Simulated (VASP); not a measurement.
Calculation: PBEsol GGA, VASP's PBE PAW potentials (set 64) (plane waves; VASP).

VASP ran on this input.

### POSCAR
```
CrO2
1.0
  4.3922610793   0.0000000000   0.0000000000
  0.0000000000   4.3922610793   0.0000000000
  0.0000000000   0.0000000000   2.8934801377
Cr O
2 4
Cart
  0.0000000000   0.0000000000   0.0000000000
  2.1961305396   2.1961305396   1.4467400689
  1.3327438188   1.3327438188   0.0000000000
  3.5288743585   0.8633867208   1.4467400689
  0.8633867208   3.5288743585   1.4467400689
  3.0595172605   3.0595172605   0.0000000000
```

**INCAR**
```
# general
SYSTEM  = CrO2
PREC    = Accurate
ENCUT   = 520   # plane-wave cut-off (eV)
LREAL   = F
LASPH   = T

# electronic loop
EDIFF   = 1E-6   # SCF stop (eV)
NELM    = 100   # most electronic steps
ALGO    = Normal
LMAXMIX = 4   # l cut-off of mixed one-centre charges

# smearing
ISMEAR  = 1
SIGMA   = 0.1   # width (eV)

# functional
GGA     = PS

# spin
ISPIN   = 2
MAGMOM  = 2*2.5 4*0.0

# ions
IBRION  = 2   # conjugate gradients
NSW     = 60   # most ionic steps
ISIF    = 3   # ions, shape and volume
EDIFFG  = -0.02   # ionic stop

# output
LWAVE   = F
LCHARG  = F
LORBIT  = 10
```

**KPOINTS**
```
Automatic mesh
0
Gamma
6 6 10
0 0 0
```

POTCAR, in this order: Cr_pv O (PBE.64 set). Program: vasp_std.

What will the output report for the number of irreducible k-points (NKPTS), largest plane-wave count, number of space-group operations, FFT grid (NGX, NGY, NGZ)?

```json
{
 "number of irreducible k-points (NKPTS)": "60",
 "largest_plane_wave_count": "1530",
 "number_of_space_group_operations": "16",
 "FFT grid (NGX, NGY, NGZ)": "36 × 36 × 24"
}
```

The compound is CrO2 in the rutile structure. It was relaxed first. The start is the result of an earlier pass.
